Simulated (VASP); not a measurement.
# NaMg6Ti (Amm2) in VASP: reference runs

Reference runs on NaMg6Ti: the cell as given and a disturbed copy.

Everything below comes from runs of VASP 6.6.1. Logs are shortened: lines on timing, memory, paths and dates and some standing lists are left out, and cuts for length are marked.

## 1. The crystal as given

It takes space group Amm2 (No. 38, orthorhombic). The conventional cell has a = 5.157 Å, b = 6.399 Å, c = 11.108 Å, α = 90.00°, β = 90.00°, γ = 90.00°. Around Ti (site symmetry mm2) lie 10 Mg at 3.10 to 3.29 Å and 2 Na at 3.23 Å. Mg (site symmetry mm2) has 10 Mg at 3.18 to 3.21 Å and 2 Na at 3.20 Å as nearest neighbours. Mg (site symmetry m) is surrounded by 8 Mg at 3.07 to 3.33 Å and 2 Ti at 3.10 Å and 2 Na at 3.14 to 3.27 Å. Around Mg (site symmetry mm2) lie 10 Mg at 3.18 to 3.23 Å and 2 Ti at 3.20 Å. Around Mg (site symmetry m) lie 2 Ti at 3.12 to 3.29 Å and 2 Na at 3.17 Å and 8 Mg at 3.18 to 3.23 Å. Around Na (site symmetry mm2) lie 10 Mg at 3.14 to 3.27 Å and 2 Ti at 3.23 Å.

The cell comes from a database or a generator and needn't be the stable form of this composition.

## 2. Single point, PBE

Input file INCAR:

```
SYSTEM = NaMg6Ti
PREC     = Accurate       ! precision mode
ENCUT    = 520            ! plane-wave cutoff, eV
EDIFF    = 1E-7           ! SCF threshold, eV
ISMEAR   = -1             ! smearing method
SIGMA    = 0.05           ! smearing width, eV
LREAL    = .FALSE.        ! projectors in reciprocal space
LASPH    = .TRUE.         ! aspherical terms in the spheres
NELM     = 80             ! most SCF steps
ALGO     = Normal         ! electronic algorithm
ISIF     = 2              ! what is computed and relaxed
LWAVE    = .FALSE.        ! write WAVECAR
LCHARG   = .FALSE.        ! write CHGCAR
GGA      = PE             ! functional
NBANDS   = 26             ! bands
```

Input file KPOINTS:

```
regular mesh
0
G
  5 5 5
  0 0 0
```

Input file POSCAR:

```
NaMg6Ti
1.0
    5.1568040000      0.0000000000      0.0000000000
    0.0000000000      3.1992795000      5.5539075000
    0.0000000000     -3.1992795000      5.5539075000
Ti Mg Na
1 6 1
Direct
    0.0000000000      0.8409330000      0.8409330000
    0.5000000000      0.1671120000      0.1671120000
    0.5000000000      0.1525960000      0.6733220000
    0.5000000000      0.6733220000      0.1525960000
    0.0000000000      0.3351720000      0.3351720000
    0.0000000000      0.3321360000      0.8324760000
    0.0000000000      0.8324760000      0.3321360000
    0.5000000000      0.6662520000      0.6662520000
```

Potentials or basis: VASP PAW PBE potentials, release 64 (Ti_sv, Mg, Na_pv).

Started as:

```console
$ cat potpaw_PBE.64/Ti_sv/POTCAR potpaw_PBE.64/Mg/POTCAR potpaw_PBE.64/Na_pv/POTCAR > POTCAR
$ mpirun -np 1 vasp_std > vasp.out
```

OUTCAR:

```text
SYSTEM = NaMg6Ti
   PREC = Accurate
   ENCUT = 520
   EDIFF = 1E-7
   ISMEAR = -1
   LREAL = .FALSE.
   LASPH = .TRUE.
   NELM = 80
   ISIF = 2
   GGA = PE

 ion  position               nearest neighbor table
   1  0.000  0.841  0.841-   3 3.10   4 3.10   3 3.10   4 3.10   6 3.12   7 3.12   5 3.20   5 3.20
                             7 3.29   6 3.29
   2  0.500  0.167  0.167-   6 3.18   7 3.18   6 3.18   7 3.18   5 3.18   5 3.18   4 3.20   3 3.20
                             8 3.20   8 3.20   3 3.21   4 3.21
   3  0.500  0.153  0.673-   4 3.07   1 3.10   1 3.10   8 3.14   5 3.19   5 3.19   6 3.19   6 3.19
                             2 3.20   2 3.21   4 3.33
   4  0.500  0.673  0.153-   3 3.07   1 3.10   1 3.10   8 3.14   5 3.19   5 3.19   7 3.19   7 3.19
                             2 3.20   2 3.21   3 3.33
   5  0.000  0.335  0.335-   6 3.18   7 3.18   2 3.18   2 3.18   4 3.19   3 3.19   3 3.19   4 3.19
                             1 3.20   1 3.20   7 3.23   6 3.23
   6  0.000  0.332  0.832-   1 3.12   8 3.17   8 3.17   2 3.18   2 3.18   5 3.18   3 3.19   3 3.19
                             7 3.20   7 3.20   5 3.23   1 3.29
   7  0.000  0.832  0.332-   1 3.12   8 3.17   8 3.17   2 3.18   2 3.18   5 3.18   4 3.19   4 3.19
                             6 3.20   6 3.20   5 3.23   1 3.29
   8  0.500  0.666  0.666-   3 3.14   4 3.14   6 3.17   7 3.17   6 3.17   7 3.17   2 3.20   2 3.20

  LATTYP: Found a base centered orthorhombic cell.
 ALAT       =     6.3985590000
 B/A-ratio  =     1.7359869621
 C/A-ratio  =     0.8059320856

  Lattice vectors:

 A1 = (   0.0000000000,   3.1992795000,  -5.5539075000)
 A2 = (   0.0000000000,   3.1992795000,   5.5539075000)
 A3 = (   5.1568040000,   0.0000000000,   0.0000000000)

Analysis of symmetry for initial positions (statically):
=====================================================================
 Subroutine PRICEL returns:
 Original cell was already a primitive cell.

 Routine SETGRP: Setting up the symmetry group for a
 base centered orthorhombic supercell.

 Subroutine GETGRP returns: Found  4 space group operations
 (whereof  4 operations were pure point group operations)
 out of a pool of  8 trial point group operations.

The static configuration has the point symmetry C_2v.

Analysis of symmetry for dynamics (positions and initial velocities):
=====================================================================
 Subroutine PRICEL returns:
 Original cell was already a primitive cell.

 Routine SETGRP: Setting up the symmetry group for a
 base centered orthorhombic supercell.

 Subroutine GETGRP returns: Found  4 space group operations
 (whereof  4 operations were pure point group operations)
 out of a pool of  8 trial point group operations.

The dynamic configuration has the point symmetry C_2v.

 Subroutine INISYM returns: Found  4 space group operations
 (whereof  4 operations are pure point group operations),
 and found     1 'primitive' translations

----------------------------------------------------------------------------------------

                                     Primitive cell

  volume of cell :     183.2574

  direct lattice vectors                    reciprocal lattice vectors
     5.156804000  0.000000000  0.000000000     0.193918559  0.000000000  0.000000000
     0.000000000  3.199279500  5.553907500     0.000000000  0.156285189  0.090026706
     0.000000000 -3.199279500  5.553907500     0.000000000 -0.156285189  0.090026706

  length of vectors
     5.156804000  6.409467828  6.409467828     0.193918559  0.180360384  0.180360384

  position of ions in fractional coordinates (direct lattice)
     0.000000000  0.840933000  0.840933000
     0.500000000  0.167112000  0.167112000
     0.500000000  0.152596000  0.673322000
     0.500000000  0.673322000  0.152596000
     0.000000000  0.335172000  0.335172000
     0.000000000  0.332136000  0.832476000
     0.000000000  0.832476000  0.332136000
     0.500000000  0.666252000  0.666252000

  ion indices of the primitive-cell ions
   primitive index   ion index
                 1           1
                 2           2
                 3           3
                 4           4
                 5           5
                 6           6
                 7           7
                 8           8

----------------------------------------------------------------------------------------

 KPOINTS: regular mesh

Automatic generation of k-mesh.
 Grid dimensions read from file:
 generate k-points for:    5    5    5

 Generating k-lattice:

  Cartesian coordinates                     Fractional coordinates (reciprocal lattice)
     0.038783712  0.000000000  0.000000000     0.200000000  0.000000000  0.000000000
     0.000000000  0.031257038  0.018005341     0.000000000  0.200000000 -0.000000000
     0.000000000 -0.031257038  0.018005341     0.000000000 -0.000000000  0.200000000

  Length of vectors
     0.038783712  0.036072077  0.036072077

  Shift w.r.t. Gamma in fractional coordinates (k-lattice)
     0.000000000  0.000000000  0.000000000

 Subroutine IBZKPT returns following result:
 ===========================================

 Found     27 irreducible k-points:

 Following reciprocal coordinates:
            Coordinates               Weight
  0.000000  0.000000  0.000000      1.000000
  0.200000  0.000000  0.000000      2.000000
  0.400000  0.000000  0.000000      2.000000
  0.000000  0.200000  0.000000      4.000000
  0.200000  0.200000  0.000000      8.000000
  0.400000  0.200000  0.000000      8.000000
[... 16 lines left out ...]
  0.200000  0.400000  0.400000      4.000000
  0.400000  0.400000  0.400000      4.000000
 [... further k-points ...]
   k-points           NKPTS =     27   k-points in BZ     NKDIM =     27   number of bands    NBANDS=     26
   number of dos      NEDOS =    301   number of ions     NIONS =      8
   total plane-waves  NPLWV =  92160
   dimension x,y,z NGX =    40 NGY =   48 NGZ =   48
   dimension x,y,z NGXF=    80 NGYF=   96 NGZF=   96
   ions per type =               1   6   1
   NGX,Y,Z   is equivalent  to a cutoff of  12.90, 12.45, 12.45 a.u.
   NGXF,Y,Z  is equivalent  to a cutoff of  25.79, 24.90, 24.90 a.u.
 SYSTEM =  NaMg6Ti
   PREC   = accura    normal or accurate (medium, high low for compatibility)
   ISTART =      0    job   : 0-new  1-cont  2-samecut
   ICHARG =      2    charge: 1-file 2-atom 10-const
   ISPIN  =      1    spin polarized calculation?
   LNONCOLLINEAR =      F non collinear calculations
   LSORBIT =      F    spin-orbit coupling
   LASPH  =      T    aspherical Exc in radial PAW
   ENCUT  =  520.0 eV  38.22 Ry    6.18 a.u.   9.59 11.92 11.92*2*pi/ulx,y,z
   NELM   =     80;   NELMIN=  2; NELMDL= -5     # of ELM steps
   EDIFF  = 0.1E-06   stopping-criterion for ELM
   LREAL  =      F    real-space projection
   EDIFFG = 0.1E-05   stopping-criterion for IOM
   NSW    =      0    number of steps for IOM
   IBRION =     -1    ionic relax: 0-MD 1-quasi-New 2-CG
   NFREE  =      0    steps in history (QN), initial steepest desc. (CG)
   ISIF   =      2    stress and relaxation
   ISYM   =      2    0-nonsym 1-usesym 2-fastsym
   POTIM  = 0.5000    time-step for ionic-motion
   TEBEG  =    0.0;   TEEND  =   0.0 temperature during run
   PSTRESS=    0.0 pullay stress
   NELECT =      31.0000    total number of electrons
   NUPDOWN=      -1.0000    fix difference up-down
   EMIN   =  10.00;   EMAX   =-10.00  energy-range for DOS
   EFERMI =   0.00;   METHOD = LEGACY
   ISMEAR =    -1;   SIGMA  =   0.05  broadening in eV -4-tet -1-fermi 0-gaus
   EFERMI_NEDOS =   21; number of points for ismear=-14 and -15
   IALGO  =     38    algorithm
   IMIX   =      4    mixing-type and parameters
     AMIX     =   0.40;   BMIX     =  1.00
     AMIX_MAG =   1.60;   BMIX_MAG =  1.00
  volume/ion in A,a.u.               =      22.91       154.59
  Fermi-wavevector in a.u.,A,eV,Ry     =   0.905402  1.710962 11.153420  0.819753
  Thomas-Fermi vector in A             =   2.028966
   LORBIT       =      0    0 simple, 1 ext, 2 COOP (PROOUT), +10 PAW based schemes
   GGA     = PE    functional components
   LHFCALC =     F    Hartree Fock is set to
   AEXX    =    0.0000 exact exchange contribution
   IVDW    =     0    specifies the selected vdW correction
   LEPSILON=     F    determine dielectric tensor
   LRPA    =     F    only Hartree local field effects (RPA)
 non-spin polarized calculation
  energy-cutoff  :      520.00
  volume of cell :      183.26
 maximum number of plane-waves:      4951
 NGX is ok and might be reduce to    40
   NGX = 19   NGY = 23   NGZ = 23

 number of electron      31.0000008 magnetization

 Free energy of the ion-electron system (eV)
  ---------------------------------------------------
  ext. energy  EPLUGINS =         0.00000000
  ---------------------------------------------------
  free energy    TOTEN  =       -16.65507372 eV

  energy without entropy =      -16.58311767  energy(sigma->0) =      -16.61909570

 E-fermi :   2.7753     XC(G=0):  -8.6436

 val. band max:        2.7648529517   @ k =   0.2000  -0.4000   0.4000
 cond. band min:       2.7843720012   @ k =   0.4000   0.4000   0.2000
 fundamental gap:      0.0195190495
 Fermi energy:         2.7752977148

 k-point     1 :       0.0000    0.0000    0.0000
  band No.  band energies     occupation
      1     -54.5010      2.00000
      2     -30.8389      2.00000
      3     -30.7291      2.00000
      4     -30.6806      2.00000
      5     -21.1889      2.00000
      6     -21.1815      2.00000
[... 18 lines left out ...]
     25       6.6680      0.00000
     26       6.7051      0.00000

 k-point     2 :       0.2000    0.0000    0.0000
  band No.  band energies     occupation
      1     -54.5010      2.00000
      2     -30.8390      2.00000
      3     -30.7291      2.00000
      4     -30.6806      2.00000
      5     -21.1889      2.00000
      6     -21.1814      2.00000
[... 18 lines left out ...]
     25       5.3235      0.00000
     26       5.8072      0.00000

 k-point     3 :       0.4000    0.0000    0.0000
  band No.  band energies     occupation
      1     -54.5010      2.00000
      2     -30.8393      2.00000
      3     -30.7291      2.00000
      4     -30.6805      2.00000
      5     -21.1889      2.00000
      6     -21.1813      2.00000
[... 18 lines left out ...]
     25       5.0478      0.00000
     26       5.6820      0.00000

 k-point     4 :       0.0000    0.2000    0.0000
  band No.  band energies     occupation
      1     -54.5010      2.00000
      2     -30.8389      2.00000
      3     -30.7291      2.00000
      4     -30.6806      2.00000
      5     -21.1890      2.00000
      6     -21.1815      2.00000
[... 18 lines left out ...]
     25       6.0814      0.00000
     26       6.5756      0.00000
[... 496 lines left out ...]
      1     -54.5010      2.00000
      2     -30.8389      2.00000
      3     -30.7291      2.00000
      4     -30.6806      2.00000
      5     -21.1890      2.00000
      6     -21.1816      2.00000
[... 18 lines left out ...]
     25       5.9998      0.00000
     26       6.2314      0.00000

 k-point    23 :       0.2000    0.4000    0.4000
  band No.  band energies     occupation
      1     -54.5010      2.00000
      2     -30.8390      2.00000
      3     -30.7291      2.00000
      4     -30.6806      2.00000
      5     -21.1890      2.00000
      6     -21.1815      2.00000
[... 18 lines left out ...]
     25       6.4300      0.00000
     26       6.6969      0.00000

 k-point    24 :       0.4000    0.4000    0.4000
  band No.  band energies     occupation
      1     -54.5010      2.00000
      2     -30.8393      2.00000
      3     -30.7291      2.00000
      4     -30.6806      2.00000
      5     -21.1889      2.00000
      6     -21.1814      2.00000
[... 18 lines left out ...]
     25       6.9249      0.00000
     26       7.2668      0.00000

 [... further k-points ...]
[... 5 lines left out ...]
  --------------------------------------------------------------------------------------
  -------------------------------------------------------------------------------------
  Total       -0.7406470      0.0028830     -0.2451322      0.0000000      0.0000000      0.0000000
  in kB       -6.4753078      0.0252057     -2.1431347      0.0000000      0.0000000      0.0000000
  external PRESSURE =      -2.8644122 kB  Pullay stress =       0.0000000 kB

 VOLUME and BASIS-vectors are now :
 -----------------------------------------------------------------------------
  energy-cutoff  :      520.00
  volume of cell :      183.26
      direct lattice vectors                 reciprocal lattice vectors
     5.156804000  0.000000000  0.000000000     0.193918559  0.000000000  0.000000000
     0.000000000  3.199279500  5.553907500     0.000000000  0.156285189  0.090026706
     0.000000000 -3.199279500  5.553907500     0.000000000 -0.156285189  0.090026706

 POSITION                                       TOTAL-FORCE (eV/Angst)
 -----------------------------------------------------------------------------------
      0.00000      0.00000      9.34093         0.000000      0.000000      0.126885
      2.57840      0.00000      1.85625         0.000000      0.000000     -0.033772
      2.57840     -1.66595      4.58707         0.000000     -0.020604     -0.030002
      2.57840      1.66595      4.58707         0.000000      0.020604     -0.030002
      0.00000      0.00000      3.72303         0.000000      0.000000      0.068509
      0.00000     -1.60073      6.46815         0.000000     -0.022579     -0.015138
      0.00000      1.60073      6.46815         0.000000      0.022579     -0.015138
      2.57840      0.00000      7.40060         0.000000      0.000000     -0.071342
 -----------------------------------------------------------------------------------
    total drift:                               -0.000000      0.000000     -0.000152

  FREE ENERGIE OF THE ION-ELECTRON SYSTEM (eV)
  ---------------------------------------------------
  free  energy   TOTEN  =       -16.6550737194 eV

  energy  without entropy=      -16.5831176721  energy(sigma->0) =      -16.61909570
```

Run time: 3 min. Hardware: 1 thread of Intel Xeon Platinum 8488C (Sapphire Rapids), shared host; peak memory 0.36 GiB.

Results:

- Free energy: -16.6551 eV
- Pressure: -0.3 GPa
- Largest force: 0.127 eV/Å
- Band gap on the k mesh: none (metal or under the smearing width)

Forces on the atoms (eV/Å):
```
Ti   0.000  0.000  0.127
Mg   0.000  0.000 -0.034
Mg   0.000 -0.021 -0.030
Mg   0.000  0.021 -0.030
Mg   0.000  0.000  0.069
Mg   0.000 -0.023 -0.015
Mg   0.000  0.023 -0.015
Na   0.000  0.000 -0.071
```

Stress tensor (GPa, compression positive):
```
-0.65  0.00  0.00
 0.00  0.00  0.00
 0.00  0.00 -0.21
```

## 3. Single point, PBE (atoms moved at random, drawn with an rms of 0.05 Å)

Edit INCAR of step 2 so:

```diff
@@ -8,3 +8,3 @@
 LASPH    = .TRUE.         ! aspherical terms in the spheres
-NELM     = 80             ! most SCF steps
+NELM     = 60             ! most SCF steps
 ALGO     = Normal         ! electronic algorithm
```

KPOINTS is that of step 2.

Input file POSCAR:

```
NaMg6Ti
1.0
    5.1568040000      0.0000000000      0.0000000000
    0.0000000000      3.1992795000      5.5539075000
    0.0000000000     -3.1992795000      5.5539075000
Ti Mg Na
1 6 1
Direct
   -0.0033760000      0.8397310000      0.8425110000
    0.5022700000      0.1757360000      0.1727570000
    0.5058090000      0.1480330000      0.6695540000
    0.4934630000      0.6737480000      0.1497340000
   -0.0129400000      0.3229040000      0.3422110000
   -0.0037590000      0.3308820000      0.8363440000
   -0.0037340000      0.8275430000      0.3257690000
    0.5058680000      0.6632910000      0.6622050000
```

Potentials or basis: VASP PAW PBE potentials, release 64 (Ti_sv, Mg, Na_pv).

Started as:

```console
$ cat potpaw_PBE.64/Ti_sv/POTCAR potpaw_PBE.64/Mg/POTCAR potpaw_PBE.64/Na_pv/POTCAR > POTCAR
$ mpirun -np 1 vasp_std > vasp.out
```

Wall time 6.5 min (1 thread of Intel Xeon Platinum 8488C (Sapphire Rapids), shared host); peak memory 0.47 GiB.

It converged, with:

- Free energy: -16.6173 eV
- Pressure: -0.2 GPa
- Largest force: 0.323 eV/Å
- Band gap on the k mesh: none (metal or under the smearing width)

Forces in eV/Å, atoms in the order of the input:
```
Ti   0.047 -0.032 -0.014
Mg  -0.143 -0.008 -0.290
Mg  -0.191 -0.092  0.155
Mg   0.001  0.031  0.008
Mg   0.235  0.120  0.165
Mg   0.122 -0.016 -0.078
Mg   0.058 -0.011  0.099
Na  -0.129  0.007 -0.046
```

Stress tensor (GPa, compression positive):
```
-0.53 -0.05  0.01
-0.05  0.06 -0.18
 0.01 -0.18 -0.01
```

Levels at points of the mesh, in eV from the Fermi level:
| k point | band 13 | band 14 | band 15 | band 16 | band 17 | band 18 |
| --- | --- | --- | --- | --- | --- | --- |
| (0.00, 0.00, 0.00) | -1.54 | -1.09 | -0.89 | -0.49 | 0.08 | 0.34 |
